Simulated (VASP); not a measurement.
OSZICAR of a VASP run on Zn (hcp):

OSZICAR:
```
       N       E                     dE             d eps       ncg     rms          rms(c)
DAV:   1     0.861857947756E+02    0.86186E+02   -0.11130E+04  9624   0.201E+03
DAV:   2    -0.452932979206E-01   -0.86231E+02   -0.84966E+02  9712   0.276E+02
DAV:   3    -0.236821708813E+01   -0.23229E+01   -0.23190E+01 11648   0.564E+01
DAV:   4    -0.237430661393E+01   -0.60895E-02   -0.60892E-02 11256   0.294E+00
DAV:   5    -0.237431580854E+01   -0.91946E-05   -0.91945E-05 11424   0.929E-02    0.396E+00
DAV:   6    -0.218232837115E+01    0.19199E+00   -0.95383E-01  9664   0.216E+01    0.302E+00
DAV:   7    -0.217341849525E+01    0.89099E-02   -0.28818E-02 12032   0.315E+00    0.156E+00
DAV:   8    -0.216901431834E+01    0.44042E-02   -0.16278E-03 12528   0.650E-01    0.455E-02
DAV:   9    -0.216901479563E+01   -0.47729E-06   -0.21812E-04 13224   0.222E-01    0.334E-02
DAV:  10    -0.216901761827E+01   -0.28226E-05   -0.22310E-05 10280   0.634E-02    0.294E-03
DAV:  11    -0.216901736682E+01    0.25144E-06   -0.14588E-07  6248   0.621E-03
   1 F= -.21690174E+01 E0= -.21686235E+01  d E =-.118162E-02
```

Q: Which electronic solver shows in the log?

A: It is blocked Davidson (ALGO = Normal, or the opening steps of other solvers). The INCAR had ALGO = Normal.

Q: Can the final energy be trusted as converged?

A: The run converged. It stopped with EDIFF = 1E-6, NELM = 100 (PBE GGA, plane waves, VASP's PBE PAW potentials (set 64)).

The compound is Zn in the hcp structure. The cell was not relaxed at this level, atoms are displaced from their ideal sites. The run is one of a series of settings (KPOINTS 12×12×6 Γ-centred mesh against the base run), some of them coarse on purpose.
